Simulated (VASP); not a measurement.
# Hf2Ga with and without spin-orbit coupling, part 2 of 4

Aim: run bands, DOS and a relaxation of Hf2Ga twice, without and with spin-orbit coupling. All runs use PBEsol. Left out of this account: 1 further run (self-consistent run: a reference on another mesh). The start is a cell from a database of measured crystal structures.

VASP 6.6.1, plane waves and PAW; the level of theory is named at each step.

Still holding for the runs below: The k-mesh is coarse for a metal.

So far. Step 2 (Band structure (PBEsol)): There is no gap at this level.

### Step 3. Bands along the symmetry lines (PBEsol + SOC)

This step: PBEsol, spin-orbit coupling; plane waves and PAW (Hf_pv, Ga_d) (VASP 6.6.1).

Levels along the symmetry lines show where the bands peak and cross; KPOINTS_OPT computes them in the converged potential. Spin-orbit coupling needs spinors and the noncollinear program, where each band holds one electron.

INCAR

```
SYSTEM = Hf2Ga
PREC = Accurate
ENCUT = 400
EDIFF = 1E-06
NELM = 100
ISMEAR = -1
SIGMA = 0.05
LREAL = .FALSE.
ALGO = Normal
GGA = PS
LNONCOLLINEAR = .TRUE.
MAGMOM = 0 0 0 0 0 0 0 0 0 0 0 0 0 0 0 0 0 0
NBANDS = 80
GGA_COMPAT = .FALSE.
LASPH = .TRUE.
LSORBIT = .TRUE.
LMAXMIX = 4
LORBIT = 11
LWAVE = .FALSE.
LCHARG = .FALSE.
KPAR = 4
```

POSCAR

```
Hf2Ga
1.0
   -3.3450000000      3.3450000000      2.6470000000
    3.3450000000     -3.3450000000      2.6470000000
    3.3450000000      3.3450000000     -2.6470000000
Hf Ga
4 2
Direct
    0.6600000000      0.1600000000      0.8200000000
    0.1600000000      0.3400000000      0.5000000000
    0.3400000000      0.8400000000      0.1800000000
    0.8400000000      0.6600000000      0.5000000000
    0.2500000000      0.2500000000      0.0000000000
    0.7500000000      0.7500000000      0.0000000000
```

KPOINTS

```
Automatic mesh
0
Gamma
6 6 6
0 0 0
```

KPOINTS_OPT

```
Line mode
16
Line-mode
Reciprocal
  0.00000000   0.00000000   0.00000000 GAMMA
  0.00000000   0.00000000   0.50000000 X

  0.00000000   0.00000000   0.50000000 X
 -0.50000000   0.50000000   0.50000000 M

 -0.50000000   0.50000000   0.50000000 M
  0.00000000   0.00000000   0.00000000 GAMMA

  0.00000000   0.00000000   0.00000000 GAMMA
  0.40655093   0.40655093  -0.40655093 Z

  0.40655093   0.40655093  -0.40655093 Z
  0.25000000   0.25000000   0.25000000 P

  0.25000000   0.25000000   0.25000000 P
  0.00000000   0.50000000   0.00000000 N

  0.00000000   0.50000000   0.00000000 N
 -0.40655093   0.59344907   0.40655093 Z1

 -0.40655093   0.59344907   0.40655093 Z1
 -0.50000000   0.50000000   0.50000000 M

  0.00000000   0.00000000   0.50000000 X
  0.25000000   0.25000000   0.25000000 P
```

PAW data sets: Hf_pv and Ga_d (PBE family, release 64).

Launch:

```sh
mpirun -np 4 vasp_ncl
```

The program printed:

```text
[banner, memory and clock lines left out]
running    4 mpi-ranks, on    1 nodes
 distrk:  each k-point on    1 cores,    4 groups
 distr:  one band on    1 cores,    1 groups

 POSCAR found type information on POSCAR HfGa
 POSCAR found :  2 types and       6 ions
 [... a notice as in an earlier step ...]

 LDA part: xc-table for (Slater+PW92), standard interpolation
 POSCAR, INCAR and KPOINTS ok, starting setup
 FFT: planning ... GRIDC
 FFT: planning ... GRID_SOFT
 FFT: planning ... GRID
 WAVECAR not read
 entering main loop
       N       E                     dE             d eps       ncg     rms          rms(c)
DAV:   1     0.633171121642E+03    0.63317E+03   -0.26412E+04  5232   0.192E+03
DAV:   2     0.441645290707E+02   -0.58901E+03   -0.56873E+03  5264   0.624E+02
DAV:   3    -0.490995031889E+02   -0.93264E+02   -0.89203E+02  5552   0.182E+02
DAV:   4    -0.564452178021E+02   -0.73457E+01   -0.70368E+01  6664   0.470E+01
DAV:   5    -0.567031470863E+02   -0.25793E+00   -0.25463E+00  6152   0.861E+00    0.106E+02
DAV:   6    -0.544406104587E+02    0.22625E+01   -0.40579E+00  5688   0.871E+00    0.636E+01
DAV:   7    -0.539761173969E+02    0.46449E+00   -0.22374E+00  6184   0.763E+00    0.326E+01
DAV:   8    -0.540033168131E+02   -0.27199E-01   -0.24636E-01  6880   0.267E+00    0.284E+00
DAV:   9    -0.539588683552E+02    0.44448E-01   -0.18136E-01  5400   0.215E+00    0.521E-01
DAV:  10    -0.539596734386E+02   -0.80508E-03   -0.15398E-02  7040   0.681E-01    0.414E-01
DAV:  11    -0.539596187925E+02    0.54646E-04   -0.44380E-04  6312   0.990E-02    0.922E-02
DAV:  12    -0.539596130230E+02    0.57695E-05   -0.80161E-05  6632   0.391E-02    0.120E-01
DAV:  13    -0.539596150966E+02   -0.20736E-05   -0.21062E-05  5768   0.219E-02    0.978E-03
DAV:  14    -0.539596149927E+02    0.10395E-06   -0.13773E-06  4320   0.642E-03
   1 F= -.53959615E+02 E0= -.53934099E+02  d E =-.510311E-01  mag=    -0.0000     0.0000     0.0000
 Start KPOINTS_OPT (optional k-point list driver)
k-point batch [1-30\144]
       N       E                     dE             ncg
DAV:   1    -0.119502072474E+04   -0.26487E+05     5184
DAV:   2    -0.191666151465E+05   -0.17972E+05     5296
DAV:   3    -0.219593751507E+05   -0.27928E+04     5520
DAV:   4    -0.221963333619E+05   -0.23696E+03     6904
DAV:   5    -0.222048748946E+05   -0.85415E+01     6320
DAV:   6    -0.222053920177E+05   -0.51712E+00     7248
DAV:   7    -0.222054031165E+05   -0.11099E-01     6640
DAV:   8    -0.222054037156E+05   -0.59908E-03     7008
DAV:   9    -0.222054037221E+05   -0.65720E-05     4384
DAV:  10    -0.222054037225E+05   -0.34359E-06     3752
[...]
k-point batch [121-144\144]
       N       E                     dE             ncg
DAV:   1     0.866327465948E+04   -0.34302E+05     4240
DAV:   2    -0.567282240765E+04   -0.14336E+05     4208
DAV:   3    -0.789972469900E+04   -0.22269E+04     4376
DAV:   4    -0.809828643040E+04   -0.19856E+03     5504
DAV:   5    -0.810551490369E+04   -0.72285E+01     5088
DAV:   6    -0.810594594811E+04   -0.43104E+00     5680
DAV:   7    -0.810595631394E+04   -0.10366E-01     5224
DAV:   8    -0.810595704584E+04   -0.73190E-03     5528
DAV:   9    -0.810595705402E+04   -0.81752E-05     3464
DAV:  10    -0.810595705456E+04   -0.54001E-06     3080
```

Elapsed: 6.7 min, on 4 MPI ranks of Intel Xeon 6975P-C (Granite Rapids), shared host; peak memory 2.9 GiB; 27 min of CPU time.

OUTCAR, selected parts (step 3):

```text
 Found     30 irreducible k-points:

   k-points           NKPTS =     30   k-points in BZ     NKDIM =     30   number of bands    NBANDS=     80

   NELECT =      66.0000    total number of electrons

 E-fermi :   4.8116

 k-point     1 :       0.0000    0.0000    0.0000
  band No.  band energies     occupation
    ...
     64       4.1987      1.00000
     65       4.3584      0.99988
     66       4.3584      0.99988
     67       4.3905      0.99978
     68       4.3905      0.99978
     69       6.6613      0.00000
     70       6.6613      0.00000
     71       6.8633      0.00000
     72       6.8633      0.00000
     73       7.0361      0.00000
    ...

 k-point     2 :       0.1667    0.0000   -0.0000
  band No.  band energies     occupation
    ...
     64       4.2517      0.99999
     65       4.3684      0.99986
     66       4.3684      0.99986
     67       4.7565      0.75053
     68       4.7565      0.75053
     69       6.4131      0.00000
     70       6.4131      0.00000
     71       6.5991      0.00000
     72       6.5991      0.00000
     73       6.9052      0.00000
    ...

  Total       -3.4911849     -3.4911849     -2.2193373      0.0000000      0.0000000      0.0000000
  in kB      -47.2147026    -47.2147026    -30.0142647      0.0000000      0.0000000      0.0000000
  external PRESSURE =     -41.4812233 kB  Pullay stress =       0.0000000 kB

 POSITION                                       TOTAL-FORCE (eV/Angst)
 -----------------------------------------------------------------------------------
      1.07040      4.41540     -0.00000        -0.426876     -0.426876      0.000000
      2.27460      1.07040      0.00000         0.426876     -0.426876     -0.000000
      2.27460     -1.07040      2.64700         0.426876      0.426876     -0.000000
      1.07040      2.27460      2.64700        -0.426876      0.426876     -0.000000
      0.00000      0.00000      1.32350        -0.000000      0.000000     -0.000000
      0.00000      0.00000      3.97050        -0.000000      0.000000     -0.000000
 -----------------------------------------------------------------------------------
    total drift:                                0.000000     -0.000000      0.000000

  FREE ENERGIE OF THE ION-ELECTRON SYSTEM (eV)
  ---------------------------------------------------
  free  energy   TOTEN  =       -53.9596149927 eV

  energy  without entropy=      -53.9085839059  energy(sigma->0) =      -53.93409945

 Spin-Orbit-Coupling matrix elements
 Ion:    1  E_soc:     -1.3450064
 Ion:    2  E_soc:     -1.3450064
 Ion:    3  E_soc:     -1.3450064
 Ion:    4  E_soc:     -1.3450064
 Ion:    5  E_soc:     -0.0149360
 Ion:    6  E_soc:     -0.0149360

 total charge
# of ion       s       p       d       tot
------------------------------------------
    1        0.337   6.462   1.513   8.312
    2        0.337   6.462   1.513   8.312
    3        0.337   6.462   1.513   8.312
    4        0.337   6.462   1.513   8.312
    5        0.924   1.014   9.959  11.897
    6        0.924   1.014   9.959  11.897
--------------------------------------------------
tot          3.195  27.876  25.971  57.042

 magnetization (x)
# of ion       s       p       d       tot
------------------------------------------
    1        0.000   0.000   0.000   0.000
    2        0.000   0.000   0.000   0.000
    3        0.000   0.000   0.000   0.000
    4        0.000   0.000   0.000   0.000
    5        0.000  -0.000  -0.000  -0.000
    6        0.000  -0.000  -0.000   0.000
--------------------------------------------------
tot          0.000  -0.000   0.000   0.000

 magnetization (y)
# of ion       s       p       d       tot
------------------------------------------
    1       -0.000   0.000  -0.000  -0.000
    2        0.000   0.000   0.000   0.000
    3       -0.000   0.000  -0.000  -0.000
    4        0.000   0.000   0.000   0.000
    5       -0.000   0.000   0.000  -0.000
    6       -0.000   0.000   0.000   0.000
--------------------------------------------------
tot         -0.000   0.000  -0.000  -0.000

 magnetization (z)
# of ion       s       p       d       tot
------------------------------------------
    1        0.000   0.000   0.000   0.000
    2       -0.000   0.000   0.000  -0.000
    3        0.000   0.000  -0.000  -0.000
    4       -0.000   0.000   0.000   0.000
    5        0.000   0.000   0.000   0.000
    6        0.000   0.000   0.000   0.000
--------------------------------------------------
tot         -0.000   0.000   0.000   0.000

[... 8 parts as in an earlier step ...]

[... 5 further parts left out ...]
```

At this level the cell is under a tension of 4.1 GPa, so at these settings it is away from equilibrium.

This step gave:

```
electronic steps        : 14
bands                   : 80
free energy (TOTEN)     : -53.9596 eV
energy at zero smearing : -53.9341 eV
Fermi energy            : 4.812 eV
pressure                : -4.148 GPa
```

On-site spin-orbit energy by atom:

```tsv
atom	on-site spin-orbit energy (eV)
Hf1	-1.35
Hf2	-1.35
Hf3	-1.35
Hf4	-1.35
Ga5	-0.01
Ga6	-0.01
```

Electronic bands along the path, in eV, zero at the Fermi level; # counts the bands kept, so #1 is VASP's band 45:

```tsv
point	#17	#18	#19	#20	#21	#22	#23	#24
Γ	-0.73	-0.73	-0.61	-0.61	-0.45	-0.45	-0.42	-0.42
0.53 of the way	-0.77	-0.77	-0.66	-0.66	-0.55	-0.55	-0.28	-0.28
X	-1.04	-1.04	-0.53	-0.53	-0.13	-0.13	0.03	0.03
0.53 of the way	-0.58	-0.58	-0.33	-0.33	-0.09	-0.09	-0.03	-0.03
M	-0.40	-0.40	-0.18	-0.18	0.37	0.37	0.75	0.75
0.47 of the way	-0.56	-0.56	-0.49	-0.49	-0.47	-0.47	-0.37	-0.37
Γ	-0.73	-0.73	-0.61	-0.61	-0.45	-0.45	-0.42	-0.42
0.53 of the way	0.06	0.06	0.09	0.09	0.54	0.54	0.62	0.62
Z	-0.45	-0.45	0.27	0.27	0.28	0.28	0.99	0.99
0.47 of the way	-0.37	-0.37	0.02	0.02	0.03	0.03	0.08	0.08
P	-0.19	-0.19	-0.19	-0.19	-0.17	-0.17	-0.17	-0.17
0.53 of the way	-0.25	-0.25	-0.20	-0.20	0.08	0.08	0.08	0.08
N	-0.24	-0.24	-0.24	-0.24	0.24	0.24	0.24	0.24
0.53 of the way	-0.33	-0.33	0.05	0.05	0.19	0.19	0.45	0.45
Z1	-0.45	-0.45	0.27	0.27	0.28	0.28	0.99	0.99
0.53 of the way	-0.43	-0.43	-0.06	-0.06	0.32	0.32	0.85	0.85
M	-0.40	-0.40	-0.18	-0.18	0.37	0.37	0.75	0.75
jump to X	-1.04	-1.04	-0.53	-0.53	-0.13	-0.13	0.03	0.03
0.47 of the way	-0.80	-0.80	-0.50	-0.50	-0.32	-0.32	0.21	0.21
P	-0.19	-0.19	-0.19	-0.19	-0.17	-0.17	-0.17	-0.17
```

Of the projections kept (Hf, Ga), the largest for each band there; the rest of the weight can lie on other orbitals:

```tsv
point	#17	#18	#19	#20	#21	#22	#23	#24
Γ	Hf 0.99	Hf 0.99	Hf 0.89	Hf 0.89	Hf 0.75	Hf 0.75	Hf 0.84	Hf 0.84
X	Hf 0.97	Hf 0.97	Hf 0.99	Hf 0.99	Hf 0.77	Hf 0.77	Hf 0.86	Hf 0.86
M	Hf 0.83	Hf 0.83	Hf 0.98	Hf 0.98	Hf 0.97	Hf 0.97	Hf 0.96	Hf 0.96
Γ	Hf 0.99	Hf 0.99	Hf 0.89	Hf 0.89	Hf 0.75	Hf 0.75	Hf 0.84	Hf 0.84
Z	Hf 0.78	Hf 0.78	Hf 0.96	Hf 0.96	Hf 0.96	Hf 0.96	Hf 0.91	Hf 0.91
P	Hf 0.91	Hf 0.91	Hf 0.91	Hf 0.91	Hf 0.90	Hf 0.90	Hf 0.90	Hf 0.90
```

Force by atom:

```tsv
atom	x (eV/Å)	y (eV/Å)	z (eV/Å)	size
Hf1	-0.427	-0.427	0.000	0.604
Hf2	0.427	-0.427	0.000	0.604
Hf3	0.427	0.427	0.000	0.604
Hf4	-0.427	0.427	0.000	0.604
Ga5	0.000	0.000	0.000	0.000
Ga6	0.000	0.000	0.000	0.000
```

There is no gap at this level. Without the coupling there was no gap either. The run took 5.5 times the core time, with 80 spinor bands against 50.

### Step 4. Total and projected DOS (PBEsol)

This step: PBEsol; plane waves and PAW (Hf_pv, Ga_d) (VASP 6.6.1).

Here the states are counted by energy and projected on the atoms.

INCAR

```
SYSTEM = Hf2Ga
PREC = Accurate
ENCUT = 400
EDIFF = 1E-06
NELM = 100
ISMEAR = -5
SIGMA = 0.05
LREAL = .FALSE.
ALGO = Normal
GGA = PS
NBANDS = 50
LASPH = .TRUE.
LORBIT = 11
LWAVE = .FALSE.
LCHARG = .FALSE.
KPAR = 4
NEDOS = 2001
```

POSCAR is that of step 3.

KPOINTS is that of step 3.

Launch:

```sh
mpirun -np 4 vasp_std
```

The program printed:

```text
[... set-up lines as in an earlier step ...]
 entering main loop
       N       E                     dE             d eps       ncg     rms          rms(c)
DAV:   1     0.479800967900E+03    0.47980E+03   -0.26669E+04  3308   0.153E+03
DAV:   2     0.949373259211E+01   -0.47031E+03   -0.44274E+03  3232   0.462E+02
DAV:   3    -0.510970913022E+02   -0.60591E+02   -0.58114E+02  3576   0.122E+02
DAV:   4    -0.538355222280E+02   -0.27384E+01   -0.26873E+01  3886   0.258E+01
DAV:   5    -0.539166838943E+02   -0.81162E-01   -0.80901E-01  3792   0.432E+00    0.921E+01
DAV:   6    -0.516965103009E+02    0.22202E+01   -0.27531E+00  3732   0.670E+00    0.561E+01
DAV:   7    -0.512966278768E+02    0.39988E+00   -0.33317E+00  4028   0.831E+00    0.457E+00
DAV:   8    -0.512090768187E+02    0.87551E-01   -0.33662E-01  3380   0.295E+00    0.189E+00
DAV:   9    -0.512079880451E+02    0.10888E-02   -0.45336E-02  4028   0.886E-01    0.862E-01
DAV:  10    -0.512075801592E+02    0.40789E-03   -0.23258E-03  3626   0.210E-01    0.418E-01
DAV:  11    -0.512075584459E+02    0.21713E-04   -0.26855E-04  3820   0.755E-02    0.408E-02
DAV:  12    -0.512075753996E+02   -0.16954E-04   -0.25964E-05  4146   0.213E-02    0.210E-02
DAV:  13    -0.512075875866E+02   -0.12187E-04   -0.39828E-06  3510   0.888E-03    0.420E-02
DAV:  14    -0.512075848010E+02    0.27857E-05   -0.43471E-07  1906   0.285E-03    0.135E-02
DAV:  15    -0.512075851225E+02   -0.32156E-06   -0.13605E-07  1854   0.221E-03
   1 F= -.51207585E+02 E0= -.51207585E+02  d E =0.000000E+00
 -----------------------------------------------------------------------------
|                                                                             |
|           W    W    AA    RRRRR   N    N  II  N    N   GGGG   !!!           |
|           W    W   A  A   R    R  NN   N  II  NN   N  G    G  !!!           |
|           W    W  A    A  R    R  N N  N  II  N N  N  G       !!!           |
|           W WW W  AAAAAA  RRRRR   N  N N  II  N  N N  G  GGG   !            |
|           WW  WW  A    A  R   R   N   NN  II  N   NN  G    G                |
|           W    W  A    A  R    R  N    N  II  N    N   GGGG   !!!           |
|                                                                             |
|     Tetrahedron method does not include variations of the Fermi             |
|     occupations, so forces and stress will be inaccurate. We suggest        |
|     using a different smearing scheme ISMEAR = 1 or 2 for metals in         |
|     relaxations.                                                            |
|                                                                             |
 -----------------------------------------------------------------------------
```

Run time: 26 s. Hardware: 4 MPI ranks; peak memory 1 GiB.

OUTCAR, selected parts (step 4):

```text
 Found     30 irreducible k-points:

   NELECT =      66.0000    total number of electrons

 E-fermi :   4.8166

 k-point     1 :       0.0000    0.0000    0.0000
  band No.  band energies     occupation
    ...
     30       3.9226      2.00000
     31       4.0205      2.00000
     32       4.2725      2.00000
     33       4.3369      2.00000
     34       4.3369      2.00000
     35       6.8781      0.00000
     36       6.8838      0.00000
     37       7.0061      0.00000
     38       7.4041      0.00000
     39       7.4041      0.00000
    ...

 k-point     2 :       0.1667    0.0000   -0.0000
  band No.  band energies     occupation
    ...
     30       3.9995      2.00000
     31       4.0029      2.00000
     32       4.2547      2.00000
     33       4.3704      2.00000
     34       4.7473      1.54995
     35       6.4983      0.00000
     36       6.6774      0.00000
     37       6.8680      0.00000
     38       7.5269      0.00000
     39       7.5774      0.00000
    ...

  Total       -3.4376235     -3.4376235     -2.3292723      0.0000000      0.0000000      0.0000000
  in kB      -46.4903394    -46.4903394    -31.5010234      0.0000000      0.0000000      0.0000000
  external PRESSURE =     -41.4939007 kB  Pullay stress =       0.0000000 kB

 POSITION                                       TOTAL-FORCE (eV/Angst)
 -----------------------------------------------------------------------------------
      1.07040      4.41540     -0.00000        -0.453588     -0.453588     -0.000000
      2.27460      1.07040      0.00000         0.453588     -0.453588      0.000000
      2.27460     -1.07040      2.64700         0.453588      0.453588      0.000000
      1.07040      2.27460      2.64700        -0.453588      0.453588     -0.000000
      0.00000      0.00000      1.32350        -0.000000     -0.000000     -0.000000
      0.00000      0.00000      3.97050        -0.000000      0.000000     -0.000000
 -----------------------------------------------------------------------------------
    total drift:                                0.000000      0.000000     -0.000000

  FREE ENERGIE OF THE ION-ELECTRON SYSTEM (eV)
  ---------------------------------------------------
  free  energy   TOTEN  =       -51.2075851225 eV

  energy  without entropy=      -51.2075851225  energy(sigma->0) =      -51.20758512

 total charge
# of ion       s       p       d       tot
------------------------------------------
    1        0.337   6.409   1.507   8.253
    2        0.337   6.409   1.507   8.253
    3        0.337   6.409   1.507   8.253
    4        0.337   6.409   1.507   8.253
    5        0.924   1.015   9.959  11.898
    6        0.924   1.015   9.959  11.898
--------------------------------------------------
tot          3.196  27.666  25.945  56.807

[... 9 parts as in an earlier step ...]

[... 5 further parts left out ...]
```

With tetrahedra the forces and stress of a metal are not exact derivatives of the energy.

This step gave:

- electronic steps: 15
- bands: 50
- free energy (TOTEN): -51.2076 eV
- Fermi energy: 4.817 eV
- pressure: -4.149 GPa
- DOS at the Fermi level: 6.831 states/eV/cell

The density of states has structure finer than the step of the table below, so its rows give means over 0.5 eV, whole bins alone (the curve runs from -12.0 to 3.45 eV). Peaks (eV: height): total -0.76: 10.5, -0.49: 12.6, 2.14: 5.90, 2.84: 6.12; Hf d -0.76: 4.01, -0.32: 5.48, 2.14: 3.99, 2.84: 4.17; Hf p -1.46: 0.548, -0.76: 1.37, -0.41: 1.48, 1.00: 0.409; Ga p -2.33: 0.528, -1.46: 0.598, -0.76: 1.01, -0.32: 0.925; Hf s -8.03: 0.130, -4.00: 0.440, -2.33: 0.452, -1.46: 0.323.

States under -12.0 eV and over 3.5 eV are left out. Density of states against energy, zero at the Fermi level; means over each step; values in states/eV/cell:

```tsv
energy (eV)	total	Hf d	Hf p	Ga p	Hf s	Ga s
-9.5	0	0	0	0	1.8e-6	3.6e-6
-9.0	0.188	0.00285	0.00399	8.3e-4	0.0274	0.0720
-8.5	0.698	0.0143	0.0276	0.00611	0.0838	0.280
-8.0	1.33	0.0376	0.0810	0.0179	0.116	0.571
-7.5	1.54	0.0580	0.110	0.0387	0.104	0.663
-7.0	0.454	0.0245	0.0323	0.0192	0.0256	0.190
-6.5	0.943	0.0653	0.0640	0.0585	0.0501	0.368
-6.0	0.663	0.0578	0.0417	0.0506	0.0356	0.239
-5.5	0.622	0.0639	0.0357	0.0523	0.0359	0.207
-5.0	1.16	0.116	0.0634	0.105	0.136	0.257
-4.5	1.25	0.129	0.0785	0.105	0.191	0.195
-4.0	2.06	0.227	0.148	0.197	0.364	0.164
-3.5	1.97	0.288	0.145	0.213	0.329	0.0829
-3.0	2.05	0.356	0.164	0.258	0.284	0.0658
-2.5	2.71	0.615	0.205	0.353	0.280	0.0957
-2.0	2.37	0.589	0.215	0.310	0.206	0.0601
-1.5	3.61	1.02	0.401	0.431	0.236	0.0749
-1.0	5.70	2.07	0.672	0.699	0.0688	0.0303
-0.5	11.0	4.63	1.29	0.866	0.0746	0.0419
0.0	6.55	3.05	0.677	0.439	0.0443	0.0145
0.5	2.13	1.12	0.176	0.0902	0.00919	0.00404
1.0	3.40	1.93	0.295	0.0881	0.0163	0.00292
1.5	3.10	1.93	0.178	0.0428	0.0149	0.00226
2.0	4.21	2.79	0.177	0.0585	0.0344	0.00789
2.5	3.92	2.62	0.106	0.0860	0.0386	0.00601
3.0	4.12	2.81	0.0969	0.103	0.0540	0.00720
```

Force by atom:

```tsv
atom	x (eV/Å)	y (eV/Å)	z (eV/Å)	size
Hf1	-0.454	-0.454	0.000	0.641
Hf2	0.454	-0.454	0.000	0.641
Hf3	0.454	0.454	0.000	0.641
Hf4	-0.454	0.454	0.000	0.641
Ga5	0.000	0.000	0.000	0.000
Ga6	0.000	0.000	0.000	0.000
```

Of the states within 0.3 eV of the Fermi level, the largest shares in the PAW spheres are Hf d 47 %, Hf p 10 % and Ga p 7 %. The rest lies in smaller channels or between the spheres.

(Continued in part 3 of 4.)

[Lines on the potential files, build, host, timing and source positions are cut from VASP's logs without a mark.]

[Logs are printed without paths, hosts, clocks, repeated set-up lines and the standing remarks that a program may print on its own settings, such as how far it seeks lower states.]

[Hosts, paths, dates, database ids (printed as entryN), source tags and the programs' standing remarks are cut or masked in the printed files.]

[A measured line is paired with the nearest computed mode of its activity, which favours agreement.]
